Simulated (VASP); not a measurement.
An input for Ansatz (written as the equivalent of a VASP run, and not itself run):

Ansatz 0.2 input:
```yaml
crystal:
  lattice:
    - [2.2033520, -3.7998546, 0.0000000]
    - [2.2033520, 3.7998546, 0.0000000]
    - [0.0000000, 0.0000000, 4.5331322]
  atoms:
    - { symbol: Ga, position: [0.1552484, 0.8447516, 0.9176516] }
    - { symbol: Ga, position: [0.3447516, 0.6552484, 0.4176516] }
    - { symbol: Ga, position: [0.6552484, 0.3447516, 0.5823484] }
    - { symbol: Ga, position: [0.8447516, 0.1552484, 0.0823484] }
kpoints:
  mp_grid: { grid: [9, 9, 8] }
hamiltonian:
  xc: pbe
  dispersion: d4
  pseudopotentials: { kind: paw }
scf:
  occupations: { method: tetrahedron }
  max_iter: 100
output: { forces: true, stress: true, eigenvalues: true }
```

Question: Translate this input to VASP (INCAR, KPOINTS, POSCAR, choice of POTCAR).

Answer: One answer among several that fit: 
### KPOINTS
```
Automatic mesh
0
Gamma
9 9 8
0 0 0
```

POSCAR:
```
Ga
1.0
  2.2033519560  -3.7998546299   0.0000000000
  2.2033519560   3.7998546299   0.0000000000
  0.0000000000   0.0000000000   4.5331321506
Ga
4
Cart
  2.2033519560   2.6200117688   4.1598361170
  2.2033519560   1.1798428611   1.8932700417
  2.2033519560  -1.1798428611   2.6398621089
  2.2033519560  -2.6200117688   0.3732960336
```

### INCAR
```
SYSTEM = Ga
PREC = Accurate; ENCUT = 520; LREAL = F
LASPH = T
EDIFF = 1E-7; NELM = 100; ALGO = Normal
LMAXMIX = 4
ISMEAR = -5
GGA = PE; IVDW = 13
ISIF = 2
LWAVE = F; LCHARG = T; LORBIT = 11
NEDOS = 601
LEFG = T
```

POTCAR, in this order: Ga_d (PBE.64 set). Program: vasp_std.

The two are equivalent in intent, not identical: each code has its own PAW files, so the cut-off isn't converted (ENCUT is set for VASP's; basis.ecutwfc is left out, and Ansatz then takes the one that its files recommend); Ansatz stops its SCF on the density residual and VASP on the energy change (EDIFF); the field gradients of LEFG aren't asked of the other code.

The compound is Ga in the alpha structure. It was relaxed first.
